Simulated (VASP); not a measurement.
Energy against volume of K (bcc). All values below come from vdW-DF2, VASP's PBE PAW potentials (set 64) (plane waves; VASP). Numerical set-up: 520 eV cut-off, 10×10×10 Γ-centred mesh, first-order Methfessel-Paxton smearing of 0.10 eV, potentials K_sv.

```tsv
V (Å³/atom)	E (eV/atom)
64.961	1.05160
67.034	1.04878
69.107	1.04777
71.181	1.04832
```

### Question
Fit these four points and predict the energy of the run at 73.254 Å³/atom.

### Answer
A cubic in V^(−2/3), the third-order Birch-Murnaghan form, passes through the four points with V0 = 69.36 Å³/atom and B0 = 4 GPa, and gives 1.0502 eV/atom there. The run gave 1.0502 eV/atom, -0.0 meV/atom from the fit; all five points give B0 = 4 GPa.

The compound is K in the bcc structure. It was relaxed first, which changed the volume by -6 %.
